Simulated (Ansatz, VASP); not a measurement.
# One calculation of ZrTi, two programs

```
Zr Ti
1.0
     3.11193    0.00000    0.00000
     0.00000    3.11193    0.00000
     0.00000    0.00000    4.19777
Zr Ti
1 1
Direct
  0.50000 0.50000 0.50000
  0.00000 0.00000 0.00000
```

The cell comes from a database or a generator and needn't be the stable form of this composition.

Alike in both runs: task single point; functional LDA; k mesh 6 × 6 × 4; occupations gaussian, width 0.1 eV; no spin polarisation.

|  | VASP | Ansatz |
| --- | --- | --- |
| version | VASP 6.6.1 | Ansatz 0.2.0 |
| potentials or method | VASP PAW LDA potentials, release 64 (Zr_sv, Ti_sv) | scalar-relativistic, plane waves, PAW |
| plane-wave cutoff (eV) | 520 | 420 |
| valence electrons in the cell | 24 | 24 |

|  | VASP | Ansatz | Ansatz less VASP |
| --- | --- | --- | --- |
| gap on the k mesh at the Fermi level (eV) | none | none | - |
| pressure (GPa) | -7.7 | -7.7 | -0.06 |
| largest component of the traceless stress (GPa) | 0.81 | 0.85 | +0.041 |

A gap of «none» marks a metal or a gap that the smearing closes.

Caveats: the k mesh is coarse (spacing up to 0.37 Å⁻¹), so the values aren't converged.
